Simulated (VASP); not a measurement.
Runs of VASP 6.6.1 on CaC2. All rows change the cell; the cell of one of them follows. It takes space group I4/mmm (No. 139, tetragonal). The conventional cell has a = 4.062 Å, b = 4.062 Å, c = 6.404 Å, α = 90.00°, β = 90.00°, γ = 90.00°. Ca (site symmetry 4/mmm) has 10 C at 2.58 to 2.94 Å as nearest neighbours. C (site symmetry 4mm) has 1 C at 1.25 Å as nearest neighbours. The cell comes from a database or a generator and needn't be the stable form of this composition.

| cell | gap on the mesh (eV) | pressure (GPa) | largest force (eV/Å) |
| --- | --- | --- | --- |
| strain +0.050 along x and y, +0.000 along z, atoms carried along | 1.61 | -6.9 | (c) |
| strain -0.025 along x and y, -0.050 along z, atoms carried along | 1.09 | 10.6 | (d) |
| strain +0.025 along x and y, +0.025 along z, atoms carried along | 1.30 | -9.7 | (b) |
| strain +0.050 along x and y, +0.025 along z, atoms carried along | 1.52 | -10.7 | (a) |

Alike in all rows: task single point; level LDA; potentials or basis VASP PAW LDA potentials, release 64 (Ca_sv, C); no spin polarisation; k mesh 10 × 10 × 10; cutoff (eV) 520; smearing gaussian 0.05 eV.

Question: Estimate the missing entries.

Answer: (a) 1.72; (b) 1.79; (c) 0.35; (d) 5.51.

Caveats: forces of over 1 eV/Å show positions far from the minimum, so gaps and moduli don't describe the material at rest (some runs); the standard files for N, O and F lose accuracy on very short bonds (some runs).

A k mesh can miss the band edges.
